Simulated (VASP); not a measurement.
Runs of VASP 6.6.1 on MgS. The structure is cubic, space group Fm-3m (No. 225). Conventional cell: a = 5.209 Å, b = 5.209 Å, c = 5.209 Å, α = 90.00°, β = 90.00°, γ = 90.00°. Around Mg (site symmetry m-3m) lie 6 S at 2.60 Å. S (site symmetry m-3m) is surrounded by 6 Mg at 2.60 Å. The cell is a database's computed one.

```csv
task,level,potentials or basis,cell,k mesh,cutoff (eV),mesh quality,gap on the mesh (eV),pressure (GPa),relaxed volume (Å³/atom)
relaxation of cell and atoms,PBE,"VASP PAW PBE potentials, release 64 (Mg, S)",relaxed,8 × 8 × 8,600,not flagged,2.75,0.0,17.81
relaxation of cell and atoms,PBEsol,"VASP PAW PBE potentials, release 64 (Mg, S)",relaxed,4 × 4 × 4,600,coarse,2.70,0.0,17.45
relaxation of cell and atoms,PBE+D3(BJ),"VASP PAW PBE potentials, release 64 (Mg, S)",relaxed,8 × 8 × 8,600,not flagged,2.84,0.0,17.06
relaxation of cell and atoms,LDA,"VASP PAW LDA potentials, release 64 (Mg, S)",relaxed,8 × 8 × 8,600,not flagged,2.66,0.0,(a)
relaxation of cell and atoms,PBEsol,"VASP PAW PBE potentials, release 64 (Mg, S)",relaxed,8 × 8 × 8,580,not flagged,2.73,0.0,17.36
relaxation of cell and atoms,PBEsol,"VASP PAW PBE potentials, release 64 (Mg, S)",relaxed,8 × 8 × 8,600,not flagged,2.73,0.0,17.36
relaxation of cell and atoms,PBEsol,"VASP PAW PBE potentials, release 64 (Mg, S)",relaxed,8 × 8 × 8,300,not flagged,2.74,0.0,(b)
single point,PBEsol,"VASP PAW PBE potentials, release 64 (Mg, S)",as given,8 × 8 × 8,520,not flagged,2.70,(c),-
```

Alike in all rows: no spin polarisation; smearing gaussian 0.02 eV.

Q: Estimate the missing entries.

A: (a) 16.76; (b) 17.32; (c) -1.4.

Caveats: some runs use coarse meshes; the PAW data sets were made with another functional, which shifts forces and pressure a little (some runs); the cutoff is under 1.25 times the usual one of these potentials, so pressure, stress and relaxed cells hold a basis-set (Pulay) error (some runs).

A k mesh can miss the band edges.
